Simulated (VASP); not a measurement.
Data:

```
Mo
1.0
   -1.55625     1.55625     1.55625
    1.55625    -1.55625     1.55625
    1.55625     1.55625    -1.55625
Mo
1
Cartesian
  0.00000   0.00000   0.00000
```

These are revTPSS meta-GGA, VASP's PBE PAW potentials (set 64) (plane waves; VASP 6.6.1) values and carry that method's errors. Settings: 520 eV cut-off, 16×16×16 Γ-centred mesh, first-order Methfessel-Paxton smearing of 0.10 eV, potentials Mo_sv.

**Question.** Give the stress tensor in GPa (positive for a compressed cell).

**Answer.** 
```
8.53  0.00  0.00
0.00  8.53  0.00
0.00  0.00  8.53
```
The pressure is its mean diagonal, 8.53 GPa.

The compound is Mo in the bcc structure. This cell is one point of a volume scan, at 0.97 of the reference volume.
